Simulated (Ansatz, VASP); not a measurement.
**Cross-check of CO2 between VASP and Ansatz**

Aim: how closely do two programs agree when they are given the same cell, functional and k mesh? The cell is taken from a series of runs on this material, whose earlier steps may have relaxed, scaled, displaced or heated it; both programs get it as it stands.

Program: Ansatz 0.2.0. Level of theory: plane waves, with VASP 6.6.1 beside it; single point at HSE06. Results are calculated unless marked as measured.

## 1. The starting structure

It takes space group Pa-3 (No. 205, cubic). Conventional cell: a = 5.497 Å, b = 5.497 Å, c = 5.497 Å, α = 90.00°, β = 90.00°, γ = 90.00°. Nearest to C lie 2 O at 1.17 Å. O has 1 C at 1.17 Å nearest. Farther neighbours and most contacts between anions are not listed.

## 2. Ansatz: single point, HSE06

Ansatz runs on its PAW soft_1 files.

With cell and atoms fixed, the geometry can't cause a difference; cores, projectors, grids and the points listed under the comparison can.

Input file input.yaml:

```yaml
crystal:
  lattice:
    - [5.49707328, 0.0, 0.0]
    - [0.0, 5.49707328, 0.0]
    - [0.0, 0.0, 5.49707328]
  atoms:
    - { symbol: C, position: [0.0, 0.0, 0.0] }
    - { symbol: C, position: [0.5, 0.0, 0.5] }
    - { symbol: C, position: [0.5, 0.5, 0.0] }
    - { symbol: C, position: [0.0, 0.5, 0.5] }
    - { symbol: O, position: [0.12253698, 0.12253698, 0.12253698] }
    - { symbol: O, position: [0.37746302, 0.87746302, 0.62253698] }
    - { symbol: O, position: [0.62253698, 0.37746302, 0.87746302] }
    - { symbol: O, position: [0.87746302, 0.62253698, 0.37746302] }
    - { symbol: O, position: [0.87746302, 0.87746302, 0.87746302] }
    - { symbol: O, position: [0.62253698, 0.12253698, 0.37746302] }
    - { symbol: O, position: [0.37746302, 0.62253698, 0.12253698] }
    - { symbol: O, position: [0.12253698, 0.37746302, 0.62253698] }
kpoints:
  mp_grid: { grid: [4, 4, 4] }
  band_path:
    path:
      - [0.0, 0.0, 0.0]
      - [0.0, 0.5, 0.0]
      - [0.5, 0.5, 0.0]
      - [0.5, 0.5, 0.5]
      - [0.5, 0.0, 0.0]
    npoints: 1
hamiltonian:
  xc: hse06
  pseudopotentials: { kind: paw, azcp: { folder: soft_1 } }
scf:
  occupations: { method: fixed }
  n_extra_bands: 8
output:
  eigenvalues: true
```

Run with:

```console
> ansatz run input.yaml --threads 4 --pin off --max-ram 138240MiB --backend cuda --events-out ev --progress --plain --runs-dir out --devices 1 --max-vram 26GiB
```

Numbers of over 12 decimals in the logs are rounded to 6 here.

The log of the run:

```text
scf.n_extra_bands = 8 over 32 filled bands (N_el = 64.0): the run solves 40 bands
GPUs: using 1 of 1 available (devices: 1).
Engine: ansatz 0.2.0, x86_64-unknown-linux-gnu
Pseudopotentials: kind: paw
Pseudopotential: C, paw, valence charge 4, recommended cutoff 420 eV (normal), soft_1/C.paw.azcp
Pseudopotential: O, paw, valence charge 6, recommended cutoff 420 eV (normal), soft_1/O.paw.azcp
Functional definition: HSE06
  parameter a = 0.25
  parameter omega = 0.11/bohr
  exchange = pbe_x - a*pbe_x_sr(omega) + a*exact_x_sr(omega)
  correlation = pbe_c
davidson cushion auto → on  (no smearing: the cushion is to keep the highest requested band from converging to the state above it; pin scf.eigensolver.cushion to override)
device memory: the entry about to start is reckoned to put 2.9 GiB on a device that reports 40.5 GiB free (of which the cap on the GPU budget leaves the run 26.0 GiB)
GPU FFT provider: cuFFT
GPU libraries: cuBLAS 13.8.2, cuFFT 12.4.0, cuSOLVER 12.3.4
Crystal: 12 atoms, lattice volume = 166.110 Å³
Basis set: ecut = 420 eV, 3239 PW (Γ)
Bands: 40, of which v1, the nominal top of the filled ones, is band 32 counted from 1 (31 counted from 0)
Symmetry: 24 space group operations
Space group: Pa-3 (ITA 205), of the structure as read, at distance tolerance 5.5e-5 Å
k-points: 11 of 64
Non-local potential: C, projectors of the file, l = 0: 2, l = 1: 2, l = 2: 1
Non-local potential: O, projectors of the file, l = 0: 2, l = 1: 2, l = 2: 1
PAW form: soft (Blöchl's): semilocal exchange-correlation on the pseudo side does not see the compensation charge
PAW frozen core: C, regenerated for the run's functional, and the local potential with it (the file was generated under x = pbe(κ = 0.804, μ = 0.219515), c = pbe(β = 0.066725))
PAW frozen core: O, regenerated for the run's functional, and the local potential with it (the file was generated under x = pbe(κ = 0.804, μ = 0.219515), c = pbe(β = 0.066725))
PAW one-centre angular grid: C, 110 points (default); XC on 64 Gauss nodes
PAW one-centre angular grid: O, 110 points (default); XC on 96 Gauss nodes
Initial density: superposition of atomic densities (chi_scale 0.1, normalization cell, long waves kept (reshape's long-wave potential 0.02 eV rms))
Initial wavefunctions: pseudopotential atomic-orbital guess
GPU buffer pool allocated for 64000 grid points (all kernels)
GPU transforms: local potential and band sums: pruned to the plane-wave sphere, on 40×40×40
Functional: x = pbe(κ = 0.804, μ = 0.219515), c = pbe(β = 0.066725), warm-up for x = pbe(κ = 0.804, μ = 0.219515) + 0.25 (exact − pbe) at short range (hse, ω = 0.207870 Å⁻¹), c = pbe(β = 0.066725); HSE06 as pw.x's `hse` composes it (authors' and Libxc's form: `xc: wpbeh`)
SCF iter   1: F=—  HF=-5542.949880 eV  |F-HF|=—  |Δ(HF+E_count)|=         —  Δρ=9.99e-2  dr2=1.20e1  ethr=1.00e-1  ⟨swp⟩=3.3  Hψ=1503  notcnv=0
preconditioner: auto → none  [insulator: Δε(μ)=7.891 eV  Ē_g=15.982 eV  n_scr=32 (ndim 8)  ℏωp=23.0 eV  f_vac=0.064]
SCF iter   2: F=—  HF=-5539.990092 eV  |F-HF|=—  |Δ(HF+E_count)|=    2.96e0  Δρ=4.99e-2  dr2=2.06e0  ethr=1.88e-2  ⟨swp⟩=3.2  Hψ=1287  notcnv=0
SCF iter   3: F=—  HF=-5539.572886 eV  |F-HF|=—  |Δ(HF+E_count)|=   4.17e-1  Δρ=1.99e-2  dr2=3.83e-1  ethr=3.21e-3  ⟨swp⟩=3.0  Hψ=1082  notcnv=0
SCF iter   4: F=—  HF=-5539.550345 eV  |F-HF|=—  |Δ(HF+E_count)|=   2.25e-2  Δρ=8.94e-3  dr2=7.33e-2  ethr=5.98e-4  ⟨swp⟩=2.0  Hψ=968  notcnv=0
iter 5 solved again at ethr=6.94e-6 eV; its pass at ethr=1.15e-4 eV (dr2=4.44e-3 eV) is discarded
SCF iter   5: F=-5539.542800 eV  HF=-5539.545132 eV  |F-HF|=2.33e-3  |Δ(HF+E_count)|=   5.21e-3  Δρ=1.87e-3  dr2=4.27e-3  ethr=6.94e-6  ⟨swp⟩=2.9  Hψ=2018  notcnv=0
SCF 1 stopped early in 5 iterations: F = -5539.542800 eV  dr2 = 4.27e-3
  greatest PAW one-centre occupation: 0.882 electrons in one spin orbital (limit 2), on the O atom at site 11 (counted from 0), in its partial waves of l = 0
device memory: the entry about to start is reckoned to put 3.6 GiB on a device that reports 40.4 GiB free (of which the cap on the GPU budget leaves the run 26.0 GiB)
GPU FFT provider: cuFFT
GPU libraries: cuBLAS 13.8.2, cuFFT 12.4.0, cuSOLVER 12.3.4
Initial density: handed on by an earlier stage of this run
Initial wavefunctions: those handed on with the density
GPU buffer pool allocated for 64000 grid points (all kernels)
GPU transforms: local potential and band sums: pruned to the plane-wave sphere, on 40×40×40
Functional: x = pbe(κ = 0.804, μ = 0.219515) + 0.25 (exact − pbe) at short range (hse, ω = 0.207870 Å⁻¹), c = pbe(β = 0.066725); HSE06 as pw.x's `hse` composes it (authors' and Libxc's form: `xc: wpbeh`)
Exchange kernel: α = 0.2500, screened, ω = 0.2079 Å⁻¹, Wigner–Seitz truncation, v(0) = 1046.4101 eV·Å³, q-mesh 4×4×4, nearest image of the exchange supercell L = 21.99 Å, pair-density grid 30×30×30, without the augmentation charges, whose exchange is taken in its separable form by FFT convolution over the k-point mesh (sized by the pseudopotential files, 40×40×40 at the most), smooth part of the exact exchange by density-matrix convolution in up to 3.47 GiB of GPU memory as planned if the GPU has room (build and FFT work areas not counted)
Frozen-core exchange: fock
SCF iter   1: F=—  HF=-5537.092498 eV  |F-HF|=—  |Δ(HF+E_count)|=         —  Δρ=1.27e-2  dr2=2.55e-1  ethr=6.68e-5  ⟨swp⟩=5.7  Hψ=1960  notcnv=0
preconditioner: auto → none  [insulator: Δε(μ)=8.657 eV  Ē_g=18.234 eV  n_scr=32 (ndim 8)  ℏωp=23.0 eV  f_vac=0.127]
SCF iter   2: F=—  HF=-5537.014480 eV  |F-HF|=—  |Δ(HF+E_count)|=   7.80e-2  Δρ=1.66e-3  dr2=6.42e-3  ethr=6.68e-5  ⟨swp⟩=4.0  Hψ=1456  notcnv=0
SCF iter   3: F=—  HF=-5537.041613 eV  |F-HF|=—  |Δ(HF+E_count)|=   2.71e-2  Δρ=1.54e-3  dr2=3.18e-3  ethr=5.48e-6  ⟨swp⟩=4.0  Hψ=1477  notcnv=0
SCF iter   4: F=—  HF=-5537.040488 eV  |F-HF|=—  |Δ(HF+E_count)|=   1.12e-3  Δρ=2.42e-4  dr2=1.03e-4  ethr=4.82e-6  ⟨swp⟩=3.0  Hψ=1055  notcnv=0
SCF iter   5: F=—  HF=-5537.040954 eV  |F-HF|=—  |Δ(HF+E_count)|=   4.65e-4  Δρ=1.56e-4  dr2=3.98e-5  ethr=6.11e-8  ⟨swp⟩=4.5  Hψ=1688  notcnv=0
SCF iter   6: F=-5537.040940 eV  HF=-5537.040940 eV  |F-HF|=1.33e-7  |Δ(HF+E_count)|=   1.32e-5  Δρ=1.75e-5  dr2=2.81e-6  ethr=5.81e-8  ⟨swp⟩=3.0  Hψ=1128  notcnv=0
SCF 2 stopped early in 6 iterations: F = -5537.040940 eV  dr2 = 2.81e-6
  greatest PAW one-centre occupation: 0.885 electrons in one spin orbital (limit 2), on the O atom at site 11 (counted from 0), in its partial waves of l = 0
hybrid outer 1: dexx = +3.135e-2 eV, tail = 6.66e-5 eV
GPU FFT provider: cuFFT
GPU libraries: cuBLAS 13.8.2, cuFFT 12.4.0, cuSOLVER 12.3.4
GPU buffer pool allocated for 64000 grid points (all kernels)
GPU transforms: local potential and band sums: pruned to the plane-wave sphere, on 40×40×40
Exchange kernel: α = 0.2500, screened, ω = 0.2079 Å⁻¹, Wigner–Seitz truncation, v(0) = 1046.4101 eV·Å³, q-mesh 4×4×4, nearest image of the exchange supercell L = 21.99 Å, pair-density grid 30×30×30, without the augmentation charges, whose exchange is taken in its separable form by FFT convolution over the k-point mesh (sized by the pseudopotential files, 40×40×40 at the most), smooth part of the exact exchange by density-matrix convolution in up to 3.47 GiB of GPU memory as planned if the GPU has room (build and FFT work areas not counted)
Frozen-core exchange: fock
SCF iter   1: F=—  HF=-5537.041286 eV  |F-HF|=—  |Δ(HF+E_count)|=         —  Δρ=6.19e-5  dr2=2.63e-6  ethr=5.21e-7  ⟨swp⟩=3.6  Hψ=1085  notcnv=0
preconditioner: auto → none  [insulator: Δε(μ)=8.624 eV  Ē_g=18.159 eV  n_scr=32 (ndim 8)  ℏωp=23.0 eV  f_vac=0.138]
SCF iter   2: F=—  HF=-5537.041286 eV  |F-HF|=—  |Δ(HF+E_count)|=   8.38e-7  Δρ=2.13e-5  dr2=3.10e-7  ethr=3.48e-9  ⟨swp⟩=4.0  Hψ=1613  notcnv=0
SCF iter   3: F=—  HF=-5537.041287 eV  |F-HF|=—  |Δ(HF+E_count)|=   6.74e-7  Δρ=1.58e-5  dr2=1.71e-7  ethr=3.94e-10  ⟨swp⟩=4.9  Hψ=1526  notcnv=0  defer=18
iter 4 solved again at ethr=2.07e-12 eV; its pass at ethr=2.62e-10 eV (dr2=1.32e-9 eV) is discarded
SCF iter   4: F=-5537.041287 eV  HF=-5537.041287 eV  |F-HF|=1.06e-9  |Δ(HF+E_count)|=   8.32e-8  Δρ=1.55e-6  dr2=1.74e-9  ethr=2.07e-12  ⟨swp⟩=4.0  Hψ=2532  notcnv=0
SCF 3 converged in 4 iterations: F = -5537.041287 eV  dr2 = 1.74e-9
hybrid outer 2: dexx = +9.426e-7 eV, tail = 2.81e-8 eV, Δε = 8.38e-4 eV (about 1.87e-5 eV left of the loop's levels)
device memory: the entry about to start is reckoned to put 0.9 GiB on a device that reports 40.4 GiB free (of which the cap on the GPU budget leaves the run 26.0 GiB)
NSCF: frozen V_eff on 5 k-points
hybrid SCF converged: 2 outer / 10 inner (+5 warm-up), last move |dexx| = 9.43e-7 eV, tail = 2.81e-8 eV
Stability not checked: this state was not tested for a lower state beside it, because the functional holds exact exchange (a hybrid, or Hartree-Fock), whose exchange loop this test does not read (fock_operator; see scf.lower_state_search)
Free energy (F): -5537.041287 eV
Frozen-core exchange: fock
Harris-Foulkes:  -5537.041287 eV  (|F-HF|=1.06e-9)
Internal energy: -5537.041287 eV  (E = F + TS)
E sigma→0 (E₀):  -5537.041287 eV
Fermi energy:    -2.894138 eV
--- Per-component energies (eV) ---
  E_band       = -689.884148
  E_kinetic    = 1685.532279
  E_local      = -4587.459008  (includes V_loc(G=0)·N_el)
  E_nonlocal   = 507.887871
  E_hartree    = 1572.687805
  E_xc         = -598.486079
  E_vxc        = -748.606842  (∫ρ·V_xc dr)
  E_exx        = -187.971716  (= α·E_x^exact, valence–valence)
  E_paw        = -1659.280490  (= ΣΔE_a)
  E_vpaw       = -316.676970  (= ΣTr[D̂ρ^β])
  E_aug_tail   = 0.006096  (compensation charges beyond the density's cutoff)
  E_ewald      = -2269.675893
  E_core_change = -0.282151  (= ΣΔE_core)
  E_smearing   = -0.000000  (= −TS)
  E_closure    = 0.000000  (closes the sum)
  Σ components = -5537.041287   (vs F -5537.041287, Δ=9.09e-13)
--- Band table (eV; the first three rows and the last of 11) ---
  k-point 0: bands = [... 28 lower, -3.1355, -3.1355, -2.8941, -2.8941, 5.7302, 7.0757, 7.0757, 7.0757, ... 4 higher]
  k-point 1: bands = [... 28 lower, -3.1743, -3.0825, -3.0186, -2.9150, 6.1668, 7.0006, 7.1825, 7.2271, ... 4 higher]
  k-point 2: bands = [... 28 lower, -3.2607, -3.2607, -2.9830, -2.9830, 6.9949, 6.9949, 7.2467, 7.2467, ... 4 higher]
  k-point 10: bands = [... 28 lower, -3.2780, -3.2780, -3.2780, -3.2780, 6.9930, 6.9930, 6.9930, 6.9930, ... 4 higher]
```

In the SCF lines HF is the Harris–Foulkes energy and dr2 the Hartree energy of the density residual, in eV; the loop may stop once dr2 is under the threshold and the program's other checks hold. Hψ counts applications of the Hamiltonian.

[end of part 1 of 2]

[Lines on the potential files, build, host, timing and source positions are cut from VASP's logs without a mark.]

[Logs are printed without paths, hosts, clocks, repeated set-up lines and the standing remarks that a program may print on its own settings, such as how far it seeks lower states.]

[Hosts, paths, dates, database ids (printed as entryN), source tags and the programs' standing remarks are cut or masked in the printed files.]
